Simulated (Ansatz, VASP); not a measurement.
# Cross-check of H15C8S2N3O4F2 between VASP and Ansatz, part 2 of 2

One calculation is typed for both programs; each brings its own data sets and cutoff. How far apart do they land? The structure shown is frame 110 of Ansatz's trajectory.

VASP 6.6.1 and Ansatz 0.2.0.

So far: Set-up; Ansatz: dynamics, PBE with D3(BJ).

## (3) VASP: single point, PBE with D3(BJ)

Level of this step: PBE with D3(BJ); plane waves and PAW (C, N, H, S, O, F) (VASP).

The same cell, functional, mesh and smearing now go to VASP, with its own data sets and cutoff.

Lines of VASP's logs that name or quote its potential files are left out, and so is its time.

INCAR

```
SYSTEM = H15C8S2N3O4F2
PREC = Accurate
ENCUT = 520
EDIFF = 1E-05
NELM = 100
ISMEAR = 0
SIGMA = 0.025
LREAL = Auto
ALGO = Fast
GGA = PE
IVDW = 12
NBANDS = 478
LORBIT = 11
LWAVE = .FALSE.
LCHARG = .FALSE.
ISIF = 2
```

POSCAR

```
H15C8S2N3O4F2
1.0
   13.2979900000      0.0000000000      0.0000000000
    0.0000000000     13.2979900000      0.0000000000
    0.0000000000      0.0000000000     13.2979900000
C N H S O F
48 18 90 12 24 12
Direct
    0.6251546286      0.1359679170      0.9126341650
    0.5109869988      0.1462326261      0.9255910104
    0.4586933815      0.0464130293      0.9683418321
    0.3482029991      0.0565799794      0.9982177758
    0.2214695604      0.0164310546      0.8746509811
    0.1293278157      0.0617536936      0.8466993884
    0.0489998864      0.2336368128      0.8605059862
    0.2100016619      0.1717928800      0.9385328159
    0.3104604530      0.8847051321      0.2319974673
    0.4110470831      0.9326898276      0.2533089587
    0.5048958527      0.8641681938      0.2575878009
    0.5755832272      0.9039561618      0.3352536737
    0.7039184117      0.0065205343      0.2439541615
    0.7255006208      0.1088811166      0.2308995570
    0.6406532115      0.2621975201      0.2934729234
    0.5944958599      0.0887276949      0.3359455076
    0.3919614919      0.4712516704      0.1463604650
    0.2738609369      0.4607688831      0.1583246791
    0.2116861270      0.5544597341      0.2111446918
    0.1158295351      0.5232745701      0.2698001728
    0.0657317384      0.6567834688      0.4084075864
    0.9960821147      0.7276738815      0.4095656562
    0.8713422104      0.8007375551      0.2766508322
    0.9889156181      0.6620775019      0.2646565383
    0.6200561137      0.4929391585      0.7293959463
    0.5752523502      0.3963907327      0.7172437338
    0.6381415537      0.3016170113      0.6760946579
    0.6830430764      0.3262673532      0.5706050313
    0.8232296761      0.4194468487      0.4849153895
    0.9192893061      0.4446762255      0.5089490968
[... 168 atom lines left out ...]
    0.9572198505      0.2279367032      0.1504212291
    0.7241695925      0.3806966316      0.9512339835
    0.0081816876      0.0295157388      0.5994590160
    0.9711994068      0.0777786718      0.2616260051
    0.7528957384      0.6031588233      0.2431720884
    0.6648899571      0.5922473998      0.9346901299
```

KPOINTS

```
Automatic mesh
0
Gamma
1 1 1
0 0 0
```

Potentials, in the order of the species: C, N, H, S, O and F (PBE family, release 64).

Launch:

```sh
> export OMP_NUM_THREADS=5
> mpirun -np 1 vasp_gam
```

Numbers of over 12 decimals in the logs are rounded to 6 here.

Output:

```text
[banner, memory and clock lines left out]
running    1 mpi-ranks, on    1 nodes
[...]
Offloading initialized ...    1 GPUs detected
[...]
LDA part: xc-table for (Slater+PW92), standard interpolation
 POSCAR, INCAR and KPOINTS ok, starting setup
[...]
entering main loop
       N       E                     dE             d eps       ncg     rms          rms(c)
DAV:   1     0.562854258501E+04    0.56285E+04   -0.36705E+05   980   0.132E+03
DAV:   2    -0.671407641936E+03   -0.63000E+04   -0.60123E+04  1194   0.322E+02
DAV:   3    -0.126595099461E+04   -0.59454E+03   -0.58933E+03  1168   0.104E+02
DAV:   4    -0.127968468099E+04   -0.13734E+02   -0.13651E+02  1208   0.173E+01
[...]
RMM:  15    -0.115825720369E+04    0.16895E-03   -0.11767E-03  1275   0.352E-02    0.239E-02
RMM:  16    -0.115825718473E+04    0.18961E-04   -0.32376E-04  1255   0.183E-02    0.105E-02
RMM:  17    -0.115825718255E+04    0.21815E-05   -0.60314E-05  1046   0.828E-03
   1 F= -.11704787E+04 E0= -.11704787E+04  d E =-.421294E-19
```

OUTCAR, selected parts (step 3):

```text
  FREE ENERGIE OF THE ION-ELECTRON SYSTEM (eV)
  ---------------------------------------------------
  free  energy   TOTEN  =     -1170.4786653247 eV

  energy  without entropy=    -1170.4786653247  energy(sigma->0) =    -1170.47866532
```

The run ends at a pressure of 0.33 GPa, with forces up to 6.8 eV/Å.

## (4) Differences

Known differences besides the potentials themselves: the cutoff is 420 eV in Ansatz and 520 eV in VASP (PREC = Accurate, projectors in real space); VASP leaves aspherical gradient terms in its spheres out (LASPH is not set), Ansatz keeps them. Total energies have different zeros and are not compared.

Forces on 10 of the 204 atoms, those with the largest forces and the largest differences (eV/Å; atoms numbered as in POSCAR):

```
atom          Ansatz x, y, z            VASP x, y, z
 C14   -3.352, -1.587, 2.253   -3.332, -1.560, 2.239
 C24   0.342, -3.216, -5.878   0.342, -3.267, -5.988
 C26  -2.237, -4.649, -0.359  -2.222, -4.677, -0.369
 N52   2.660, -3.724, -1.945   2.671, -3.680, -1.956
 N54    -0.311, 2.412, 3.886    -0.389, 2.506, 3.910
S158    1.442, 1.660, -4.337    1.556, 1.441, -4.205
S162    -1.161, 0.247, 3.363    -0.816, 0.100, 3.521
S167  -2.391, -3.235, -0.494  -2.684, -3.179, -0.413
O170   0.381, -2.777, -0.475   0.275, -2.387, -0.586
O179   1.497, -0.526, -1.086   1.084, -0.513, -1.088
```

The forces differ by 74 meV/Å r.m.s., which is 6.8 % of the r.m.s. force of 1.09 eV/Å (both taken over all components).

## (5) Outcome

```json
{"r.m.s. force difference (single point, PBE with D3(BJ))": "6.8 % of the r.m.s. force"}
```

**Reading.** The r.m.s. force difference is 6.8 % of the r.m.s. force (single point, PBE with D3(BJ)), beyond the 3 % picked in this series as the mark of a large difference. What causes the difference of the single point, PBE with D3(BJ) pair stays open here. How closely two codes agree says nothing of how well the functional describes the real material.

[Lines on the potential files, build, host, timing and source positions are cut from VASP's logs without a mark.]

[Logs are printed without paths, hosts, clocks, repeated set-up lines and the standing remarks that a program may print on its own settings, such as how far it seeks lower states.]

[Hosts, paths, dates, database ids (printed as entryN), source tags and the programs' standing remarks are cut or masked in the printed files.]
